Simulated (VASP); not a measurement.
All values below come from modified Becke-Johnson potential (mBJ), VASP's PBE PAW potentials (set 64) (plane waves; VASP 6.6.1).

A VASP calculation is set up with these files.

### KPOINTS_OPT
```
k-points along high-symmetry lines
11
Line-mode
Reciprocal
  0.000000   0.000000   0.000000 ! GAMMA
  0.500000   0.000000   0.500000 ! X

  0.500000   0.000000   0.500000 ! X
  0.625000   0.250000   0.625000 ! U

  0.375000   0.375000   0.750000 ! K
  0.000000   0.000000   0.000000 ! GAMMA

  0.000000   0.000000   0.000000 ! GAMMA
  0.500000   0.500000   0.500000 ! L

  0.500000   0.500000   0.500000 ! L
  0.500000   0.250000   0.750000 ! W

  0.500000   0.250000   0.750000 ! W
  0.500000   0.000000   0.500000 ! X
```

**KPOINTS**
```
Automatic mesh
0
Gamma
6 6 6
0 0 0
```

### INCAR
```
SYSTEM = KCl
PREC = Accurate
ENCUT = 520
EDIFF = 1E-6
NELM = 200
ALGO = Normal
LREAL = .FALSE.
LASPH = .TRUE.
ISMEAR = 0
SIGMA = 0.05
METAGGA = MBJ
LMIXTAU = .TRUE.
LWAVE = .FALSE.
LCHARG = .FALSE.
ISIF = 0
```

**POSCAR**
```
KCl
1
    0.0000000000     3.1910210739     3.1910210739
    3.1910210739     0.0000000000     3.1910210739
    3.1910210739     3.1910210739     0.0000000000
K Cl
1 1
Direct
  0.0000000000   0.0000000000   0.0000000000
  0.5000000000   0.5000000000   0.5000000000
```

POTCAR, in this order: K_sv Cl (PBE.64 set). Program: vasp_std. Read from the step before: WAVECAR.

What will the output report for the number of irreducible k-points (NKPTS), largest plane-wave count, number of space-group operations, FFT grid (NGX, NGY, NGZ)?

The number of irreducible k-points (NKPTS) is 16 and the largest plane-wave count comes out as 1807. The number of space-group operations is 48 and the FFT grid (NGX, NGY, NGZ) comes out as 36 × 36 × 36.

The compound is KCl in the rock salt structure. It was relaxed first. The cell's shape comes from a PBE relaxation.
